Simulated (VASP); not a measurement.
# Si48H16CF4 in VASP: a series of runs, part 2 of 2

VASP 6.6.1.

## 3. Single point, LDA

Contents of INCAR:

```
SYSTEM = Si48H16CF4
PREC = Accurate
ENCUT = 400
EDIFF = 1E-7
ISMEAR = 0
SIGMA = 0.05
LREAL = Auto
LASPH = .TRUE.
NELM = 60
ALGO = Fast
ISIF = 2
LWAVE = .FALSE.
LCHARG = .FALSE.
GGA = CA
NBANDS = 160
ISYM = 0
NCORE = 4
```

Contents of KPOINTS:

```
Automatic mesh
0
G
  1 1 1
  0 0 0
```

POSCAR is that of step 2.

Potentials or basis: VASP PAW LDA potentials, release 64 (Si, H, C, F).

Started as:

```sh
cat potpaw_LDA.64/Si/POTCAR potpaw_LDA.64/H/POTCAR potpaw_LDA.64/C/POTCAR potpaw_LDA.64/F/POTCAR > POTCAR
mpirun -np 8 vasp_gam > vasp.out
```

OUTCAR:

```text
SYSTEM = Si48H16CF4
   PREC = Accurate
   ENCUT = 400
   EDIFF = 1E-7
   ISMEAR = 0
   LREAL = Auto
   LASPH = .TRUE.
   NELM = 60
   ISIF = 2
   GGA = CA
   ISYM = 0

 ion  position               nearest neighbor table
   1  0.698  0.299  0.407-   8 2.28  15 2.31   9 2.32  20 3.11  24 3.15
   2  0.819  0.680  0.411-  16 2.33  10 2.34   5 2.34  24 3.11
   3  0.059  0.945  0.410-  10 2.28  11 2.29   6 2.37  19 3.13
   4  0.307  0.192  0.430-  69 1.64  12 2.37  11 2.38   7 2.44
   5  0.966  0.536  0.441-   2 2.34   9 2.38  13 2.38
   6  0.210  0.791  0.422-  65 1.96  13 2.35  14 2.35   3 2.37
   7  0.463  0.033  0.445-  15 2.37  14 2.38   4 2.44
   8  0.551  0.446  0.418-   1 2.28  16 2.30  12 2.31
   9  0.880  0.390  0.377-   1 2.32  24 2.36  17 2.36   5 2.38
  10  0.876  0.872  0.375-   3 2.28   2 2.34  23 2.35  18 2.41
  11  0.136  0.126  0.375-   3 2.29  17 2.35  19 2.37   4 2.38
  12  0.375  0.365  0.377-   8 2.31  20 2.35  21 2.36   4 2.37
  13  0.112  0.625  0.377-  18 2.34   6 2.35  21 2.36   5 2.38
  14  0.377  0.892  0.378-  19 2.34   6 2.35  22 2.36   7 2.38
  15  0.605  0.118  0.379-   1 2.31  23 2.36  20 2.37   7 2.37
  16  0.626  0.621  0.376-   8 2.30   2 2.33  22 2.36  24 2.39
[... 320 lines left out ...]
  band No.  band energies     occupation
      1     -28.6992      2.00000
      2     -26.4958      2.00000
      3     -26.4804      2.00000
      4     -25.2334      2.00000
      5     -13.5812      2.00000
      6     -12.8951      2.00000
[... 124 lines left out ...]
    131       0.7041      0.00000
    132       0.7364      0.00000
 [bands above 132 left out]

------------------------ aborting loop because EDIFF is reached ----------------------------------------

  FORCE on cell =-STRESS in cart. coord.  units (eV):
  Direction    XX          YY          ZZ          XY          YZ          ZX
  --------------------------------------------------------------------------------------
  -------------------------------------------------------------------------------------
  Total        3.6739060     -5.9387986    -17.3270906     -0.1397426     -0.1122841      0.6608734
  in kB        2.1295620     -3.4423962    -10.0435653     -0.0810011     -0.0650849      0.3830721
  external PRESSURE =      -3.7854665 kB  Pullay stress =       0.0000000 kB

 VOLUME and BASIS-vectors are now :
 -----------------------------------------------------------------------------
  energy-cutoff  :      400.00
  volume of cell :     2764.07
      direct lattice vectors                 reciprocal lattice vectors
     7.680593857  7.680593857  0.000000000     0.065099133  0.065099133  0.000000000
    -7.680593857  7.680593857  0.000000000    -0.065099133  0.065099133  0.000000000
     0.000000000  0.000000000 23.427650000     0.000000000  0.000000000  0.042684606

 POSITION                                       TOTAL-FORCE (eV/Angst)
 -----------------------------------------------------------------------------------
      3.07051      7.65884      9.54096        -0.171427     -0.021105     -0.253126
      1.06273     11.51071      9.62593         0.218472     -0.005793     -0.255569
     -6.80763      7.70641      9.59606         0.158562      0.014609     -0.240789
      0.88219      3.83447     10.08113        -0.162022     -0.025248      0.340394
      3.29923     11.53889     10.32768        -0.151214      0.022712     -0.236063
     -4.45953      7.69100      9.89650        -0.042605      0.003068      0.162899
[... 61 lines left out ...]
     -4.46429      6.59086     12.47578         0.340853      0.650123     -0.424799
      0.13368      3.78376     11.54102         0.292181      0.019732     -0.554030
 -----------------------------------------------------------------------------------
    total drift:                               -0.005177     -0.002591     -0.023741

  FREE ENERGIE OF THE ION-ELECTRON SYSTEM (eV)
  ---------------------------------------------------
  free  energy   TOTEN  =      -355.9927232075 eV

  energy  without entropy=     -355.9927232062  energy(sigma->0) =     -355.99272321
```

stdout:

```text
POSCAR found type information on POSCAR SiH C F
 POSCAR found :  4 types and      69 ions
 scaLAPACK will be used
 LDA part: xc-table for (Slater(with rela. corr.)+CA(PZ))
 , standard interpolation
 POSCAR, INCAR and KPOINTS ok, starting setup
 FFT: planning ... GRIDC
 FFT: planning ... GRID_SOFT
 FFT: planning ... GRID
 WAVECAR not read
 entering main loop
```

It took 48 s on 8 MPI ranks of AMD EPYC 9R45 (Zen 5), shared host; peak memory 0.3 GiB.

What came out:

```yaml
Free_energy: -355.9927 eV
Largest_force: 0.853 eV/Å
Band_gap_on_the_k_mesh: 0.42 eV, direct
```

Forces in eV/Å, atoms in the order of the input:
```
Si  -0.171 -0.021 -0.253
Si   0.218 -0.006 -0.256
Si   0.159  0.015 -0.241
Si  -0.162 -0.025  0.340
Si  -0.151  0.023 -0.236
Si  -0.043  0.003  0.163
Si  -0.097 -0.040 -0.140
Si   0.123 -0.008 -0.248
Si  -0.119 -0.035  0.039
Si   0.137 -0.005  0.006
Si   0.083 -0.043  0.027
Si   0.077  0.039  0.039
Si  -0.090 -0.012  0.052
Si  -0.056 -0.013  0.034
Si  -0.086  0.053  0.031
Si   0.112  0.014  0.015
Si   0.001  0.006 -0.004
Si  -0.055 -0.007  0.132
Si  -0.025 -0.042  0.078
Si   0.035  0.070  0.105
Si   0.011 -0.001 -0.010
Si   0.004 -0.001 -0.012
Si  -0.005 -0.006  0.004
Si  -0.006 -0.004  0.173
Si   0.002 -0.012 -0.015
Si   0.004  0.008 -0.007
Si  -0.009  0.004  0.002
Si  -0.003 -0.002 -0.014
Si   0.001  0.005 -0.008
Si   0.009  0.003 -0.013
Si  -0.007  0.008 -0.008
Si  -0.007 -0.005 -0.003
Si  -0.009 -0.001 -0.032
Si   0.019  0.000 -0.051
Si   0.013  0.004 -0.042
Si   0.017  0.001 -0.044
Si  -0.003 -0.001 -0.048
Si  -0.015  0.001 -0.040
Si  -0.012  0.001 -0.048
Si   0.005 -0.006 -0.038
Si   0.201 -0.010  0.208
Si  -0.275  0.016  0.187
Si  -0.286  0.010  0.197
Si  -0.268  0.034  0.190
Si   0.261  0.045  0.128
Si   0.278 -0.039  0.114
Si   0.222 -0.003  0.187
Si  -0.244 -0.044  0.213
H   -0.119 -0.021 -0.021
H    0.110  0.007  0.032
H   -0.101  0.026  0.054
H    0.115 -0.001 -0.027
H   -0.104 -0.031  0.051
H    0.125  0.007 -0.032
H   -0.104  0.031  0.045
H    0.147 -0.018 -0.029
H   -0.146  0.025 -0.033
H    0.112  0.004  0.033
H   -0.142 -0.022 -0.041
H    0.113 -0.004  0.034
H   -0.116  0.019 -0.031
H    0.109 -0.009  0.034
H   -0.102 -0.027  0.048
H    0.133  0.020 -0.020
C    0.133 -0.024  0.448
F   -0.852  0.048 -0.027
F    0.267 -0.669 -0.392
F    0.341  0.650 -0.425
F    0.292  0.020 -0.554
```

Caveat: the cutoff is under 1.25 times the usual one of these potentials, so pressure, stress and relaxed cells hold a basis-set (Pulay) error.

## 4. Single point, PBEsol

INCAR: that of step 3 with these lines changed.

```diff
@@ -13,3 +13,3 @@
 LCHARG = .FALSE.
-GGA = CA
+GGA = PS
 NBANDS = 160
```

KPOINTS is that of step 3.

POSCAR is that of step 3.

Potentials or basis: VASP PAW PBE potentials, release 64 (Si, H, C, F).

Started as:

```sh
cat potpaw_PBE.64/Si/POTCAR potpaw_PBE.64/H/POTCAR potpaw_PBE.64/C/POTCAR potpaw_PBE.64/F/POTCAR > POTCAR
mpirun -np 8 vasp_gam > vasp.out
```

Run time: 57 s. Hardware: 8 MPI ranks of AMD EPYC 9R45 (Zen 5), shared host; peak memory 0.35 GiB.

The run converged. Its results:

```yaml
Free_energy: -342.0673 eV
Largest_force: 0.406 eV/Å
Band_gap_on_the_k_mesh: 0.43 eV, direct
```

Forces on the atoms (eV/Å):
```
Si  -0.118 -0.018 -0.201
Si   0.223 -0.008 -0.210
Si   0.155  0.013 -0.188
Si  -0.030 -0.016  0.173
Si  -0.089 -0.002 -0.070
Si  -0.051  0.004  0.088
Si  -0.047 -0.011 -0.017
Si   0.086 -0.004 -0.126
Si  -0.074  0.017  0.071
Si   0.052 -0.025  0.035
Si   0.014 -0.007  0.035
Si   0.017  0.014  0.045
Si  -0.061 -0.048  0.056
Si  -0.022  0.024  0.044
Si  -0.038 -0.004  0.065
Si   0.037  0.022  0.041
Si  -0.001 -0.003  0.008
Si  -0.060 -0.003  0.151
Si  -0.023 -0.053  0.088
Si   0.039  0.088  0.120
Si   0.011  0.004  0.001
Si  -0.002 -0.001  0.000
Si  -0.013  0.000  0.015
Si  -0.010 -0.015  0.191
Si   0.006 -0.011 -0.005
Si   0.001  0.011 -0.001
Si  -0.016  0.007 -0.005
Si  -0.003 -0.001 -0.013
Si   0.001  0.009 -0.003
Si   0.012  0.002 -0.002
Si  -0.004  0.005 -0.004
Si  -0.010 -0.009 -0.002
Si   0.005  0.001 -0.024
Si   0.003 -0.002 -0.042
Si  -0.009  0.002 -0.032
Si   0.001  0.001 -0.034
Si   0.015 -0.003 -0.039
Si   0.005  0.000 -0.031
Si   0.007  0.002 -0.039
Si  -0.017 -0.004 -0.032
Si   0.199 -0.011  0.109
Si  -0.270  0.019  0.087
Si  -0.281  0.007  0.097
Si  -0.265  0.038  0.090
Si   0.258  0.047  0.026
Si   0.275 -0.041  0.012
Si   0.220 -0.002  0.087
Si  -0.241 -0.049  0.114
H   -0.133 -0.021 -0.056
H    0.125  0.007  0.000
H   -0.116  0.027  0.021
H    0.129 -0.001 -0.062
H   -0.119 -0.031  0.019
H    0.138  0.008 -0.067
H   -0.119  0.031  0.012
H    0.161 -0.018 -0.064
H   -0.160  0.024 -0.068
H    0.127  0.004  0.000
H   -0.156 -0.022 -0.076
H    0.127 -0.005  0.001
H   -0.130  0.019 -0.066
H    0.124 -0.009  0.001
H   -0.117 -0.027  0.015
H    0.147  0.020 -0.054
C    0.079 -0.024  0.272
F   -0.405  0.026  0.009
F    0.122 -0.306 -0.156
F    0.159  0.303 -0.191
F    0.131  0.009 -0.219
```

Levels at points of the mesh, in eV from the valence-band top:
```tsv
k point	band 117	band 118	band 119	band 120	band 121	band 122	band 123	band 124
(0.00, 0.00, 0.00)	-0.48	-0.38	-0.08	0.00	0.43	0.62	0.99	1.07
```

Caveat: the cutoff is under 1.25 times the usual one of these potentials, so pressure, stress and relaxed cells hold a basis-set (Pulay) error; the PAW data sets were made with another functional, which shifts forces and pressure a little.

## 5. Overview

```csv
level,potentials or basis,gap on the mesh (eV),largest force (eV/Å)
rev-vdW-DF2,"VASP PAW PBE potentials, release 64 (Si, H, C, F)",0.44,0.36
LDA,"VASP PAW LDA potentials, release 64 (Si, H, C, F)",0.42,0.85
PBEsol,"VASP PAW PBE potentials, release 64 (Si, H, C, F)",0.43,0.41
```

Alike in all rows: task single point; no spin polarisation; cell as given; k mesh 1 × 1 × 1; cutoff (eV) 400; smearing gaussian 0.05 eV.

Caveats: the cutoff is under 1.25 times the usual one of these potentials, so pressure, stress and relaxed cells hold a basis-set (Pulay) error; the PAW data sets were made with another functional, which shifts forces and pressure a little (some runs).

Absolute energies hang on the potentials; compare differences alone.
